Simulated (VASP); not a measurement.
Method: r2SCAN meta-GGA, VASP's PBE PAW potentials (set 64) (plane waves; VASP).

VASP input:

**INCAR**
```
! general
SYSTEM  = HfO2
PREC    = Accurate
ENCUT   = 520   ! plane-wave cut-off (eV)
LREAL   = .FALSE.
LASPH   = .TRUE.   ! aspherical one-centre terms

! electronic loop
EDIFF   = 1E-7   ! SCF stop (eV)
NELM    = 100
ALGO    = Normal   ! blocked Davidson
LMAXMIX = 6   ! l cut-off of mixed one-centre charges
LMIXTAU = .TRUE.

! smearing
ISMEAR  = 0   ! Gaussian
SIGMA   = 0.05

! functional
METAGGA = R2SCAN

! ions
ISIF    = 2   ! forces and stress, cell fixed

! output
LWAVE   = .FALSE.
LCHARG  = .FALSE.
```

POSCAR:
```
HfO2
3.5590060
  0.0000000000   0.7071068252   0.7071068252
  0.7071068252   0.0000000000   0.7071068252
  0.7071068252   0.7071068252   0.0000000000
Hf O
1 2
Cartesian
  0.0000000000   0.0000000000   0.0000000000
  0.3535534126   0.3535534126   0.3535534126
  1.0606602378   1.0606602378   1.0606602378
```

KPOINTS:
```
Automatic mesh
0
Gamma
9 9 9
0 0 0
```

POTCAR, in this order: Hf_pv O (PBE.64 set). Program: vasp_std.

The run wrote:

File OUTCAR:
```
 ion  position               nearest neighbor table
   1  0.000  0.000  0.000-   3 2.18   3 2.18   3 2.18   2 2.18   3 2.18   2 2.18   2 2.18   2 2.18
  LATTYP: Found a face centered cubic cell.
 ALAT       =     5.0331948670
 Subroutine PRICEL returns:
 Original cell was already a primitive cell.
 Subroutine GETGRP returns: Found 48 space group operations
The static configuration has the point symmetry O_h .
The dynamic configuration has the point symmetry O_h .
 Subroutine INISYM returns: Found 48 space group operations
 Subroutine IBZKPT returns following result:
 Found     35 irreducible k-points:

 Following reciprocal coordinates:
            Coordinates               Weight
  0.000000  0.000000  0.000000      1.000000
  0.111111  0.000000  0.000000      8.000000
  0.222222  0.000000  0.000000      8.000000
  0.333333  0.000000  0.000000      8.000000
  0.444444  0.000000  0.000000      8.000000
  0.111111  0.111111  0.000000      6.000000
  0.222222  0.111111  0.000000     24.000000
  0.333333  0.111111  0.000000     24.000000
  0.444444  0.111111  0.000000     24.000000
 -0.444444  0.111111  0.000000     24.000000
...
```

### OSZICAR
```
       N       E                     dE             d eps       ncg     rms          rms(c)
DAV:   1     0.621166161461E+02    0.62117E+02   -0.13451E+04  1050   0.149E+03
DAV:   2    -0.767367256297E+02   -0.13885E+03   -0.13651E+03  1323   0.333E+02
DAV:   3    -0.805866708627E+02   -0.38499E+01   -0.38464E+01  1365   0.552E+01
DAV:   4    -0.806073728632E+02   -0.20702E-01   -0.20700E-01  1302   0.438E+00
DAV:   5    -0.806075617613E+02   -0.18890E-03   -0.18889E-03  1337   0.376E-01    0.542E+01
DAV:   6    -0.680573228396E+02    0.12550E+02   -0.16445E+01  1239   0.323E+01    0.418E+01
DAV:   7    -0.695679673461E+02   -0.15106E+01   -0.26039E+00  1204   0.144E+01    0.247E+01
DAV:   8    -0.666963678726E+02    0.28716E+01   -0.17727E+00  1050   0.154E+01    0.322E+00
DAV:   9    -0.683422117698E+02   -0.16458E+01   -0.72336E-01  1050   0.103E+01    0.539E+00
DAV:  10    -0.686528844561E+02   -0.31067E+00   -0.80321E-01  1246   0.794E+00    0.279E+00
DAV:  11    -0.685459730284E+02    0.10691E+00   -0.45977E-02  1211   0.194E+00    0.126E+00
DAV:  12    -0.685459988263E+02   -0.25798E-04   -0.10807E-02  1316   0.988E-01    0.770E-01
DAV:  13    -0.685520148245E+02   -0.60160E-02   -0.64457E-03  1162   0.698E-01    0.410E-01
DAV:  14    -0.685513361013E+02    0.67872E-03   -0.82136E-04  1253   0.272E-01    0.347E-01
DAV:  15    -0.685524505546E+02   -0.11145E-02   -0.17886E-03  1281   0.333E-01    0.525E-02
DAV:  16    -0.685524792861E+02   -0.28731E-04   -0.60992E-05  1204   0.779E-02    0.171E-02
DAV:  17    -0.685524885128E+02   -0.92267E-05   -0.12441E-05  1204   0.331E-02    0.920E-03
DAV:  18    -0.685524906214E+02   -0.21086E-05   -0.11588E-06  1225   0.136E-02    0.543E-03
DAV:  19    -0.685524903156E+02    0.30578E-06   -0.51129E-07  1344   0.600E-03    0.729E-04
DAV:  20    -0.685524905324E+02   -0.21682E-06   -0.40040E-08   728   0.268E-03    0.623E-04
DAV:  21    -0.685524905009E+02    0.31498E-07   -0.69824E-09   672   0.814E-04
   1 F= -.68552491E+02 E0= -.68552491E+02  d E =-.156228E-16
```

### OUTCAR
```
------------------------ aborting loop because EDIFF is reached ----------------------------------------
  FORCE on cell =-STRESS in cart. coord.  units (eV):
  Direction    XX          YY          ZZ          XY          YZ          ZX
  --------------------------------------------------------------------------------------
  Total        0.0119958      0.0119958      0.0119958      0.0000000      0.0000000      0.0000000
  in kB        0.6029323      0.6029323      0.6029323      0.0000000      0.0000000      0.0000000
  external PRESSURE =       0.6029323 kB  Pullay stress =       0.0000000 kB
  volume of cell :       31.88
      direct lattice vectors                 reciprocal lattice vectors
     0.000000000  2.516597433  2.516597433    -0.198680962  0.198680962  0.198680962
     2.516597433  0.000000000  2.516597433     0.198680962 -0.198680962  0.198680962
     2.516597433  2.516597433  0.000000000     0.198680962  0.198680962 -0.198680962
 POSITION                                       TOTAL-FORCE (eV/Angst)
 -----------------------------------------------------------------------------------
      0.00000      0.00000      0.00000        -0.000000      0.000000     -0.000000
      1.25830      1.25830      1.25830        -0.000000     -0.000000     -0.000000
      3.77490      3.77490      3.77490         0.000000      0.000000      0.000000
 -----------------------------------------------------------------------------------
    total drift:                                0.000000      0.000000      0.000000
  FREE ENERGIE OF THE ION-ELECTRON SYSTEM (eV)
  ---------------------------------------------------
  free  energy   TOTEN  =       -68.5524905009 eV

  energy  without entropy=      -68.5524905009  energy(sigma->0) =      -68.55249050
```
(Selected blocks of OUTCAR.)

The compound is HfO2 in the fluorite structure, the high-temperature cubic form, which is unstable at 0 K; the monoclinic form is the stable one. It was relaxed first.
